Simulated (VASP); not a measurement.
Input:

```
CELL_PARAMETERS angstrom
      3.77045     0.00000     0.00000
      0.00000     3.69331     0.00000
      0.00000     0.00000     4.78632
ATOMIC_POSITIONS crystal
  Sn 0.50000 0.00000 0.76200
  Sn 0.00000 0.50000 0.23800
  O  0.50000 0.50000 0.00000
  O  0.02312 0.00000 0.00000
```

The numbers are results of PBE GGA, VASP's PBE PAW potentials (set 64) (plane waves; VASP), not measurements. Run with 520 eV cut-off, 1×1×1 Γ-centred mesh, Gaussian smearing of 0.050 eV, potentials Sn_d O.

Problem. Which forces act on the atoms, in eV/Å?

Solution. 
```tsv
atom	Fx	Fy	Fz
Sn1	-0.041	0.000	2.138
Sn2	0.337	0.000	-2.230
O3	0.107	0.000	0.443
O4	-0.403	0.000	-0.351
```

Problem. Give the stress tensor in GPa (positive for a compressed cell).

Solution. 
```
40.02   0.00  -1.28
 0.00  39.73   0.00
-1.28   0.00  -6.32
```
The pressure is its mean diagonal, 24.48 GPa.

The compound is SnO in the litharge structure. The cell was not relaxed at this level. The k-mesh is coarse (spacing up to 1.70 per Å, 2π included), so the numbers may not be converged in it. The run is one of a series of settings (KPOINTS 1×1×1 Γ-centred mesh against the base run), some of them coarse on purpose.
